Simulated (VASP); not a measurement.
Given:

```
GaP
1.0
    3.87997     0.00000     0.00000
   -1.93999     3.36016     0.00000
    0.00000     0.00000    14.82608
Ga P
1 1
Direct
  0.66667   0.33333   0.50000
  0.33333   0.66667   0.50000
```

Computed with r2SCAN meta-GGA, VASP's PBE PAW potentials (set 64) (plane waves; VASP). Numerical set-up: 400 eV cut-off, 9×9×1 Γ-centred mesh, tetrahedra with Blöchl corrections, potentials Ga_d P.

The cell holds a wide vacuum, so values per volume refer to the whole cell.

### Question
Give the energies of bands 7 to 12 at the high-symmetry points, in eV from the valence-band maximum.

### Answer

```json
[
 {"band": "7", "Γ": "-2.32", "M": "-6.68", "K": "-6.68"},
 {"band": "8", "Γ": "-0.80", "M": "-2.37", "K": "-4.10"},
 {"band": "9", "Γ": "-0.80", "M": "-0.40", "K": "0.00"},
 {"band": "10", "Γ": "1.96", "M": "2.44", "K": "2.66"},
 {"band": "11", "Γ": "4.73", "M": "2.77", "K": "6.29"},
 {"band": "12", "Γ": "4.98", "M": "7.74", "K": "6.39"}
]
```

The gap is indirect, 1.96 eV, from the valence maximum at K to the conduction minimum at Γ.

The cell is a sheet with vacuum, built from a generated structure.
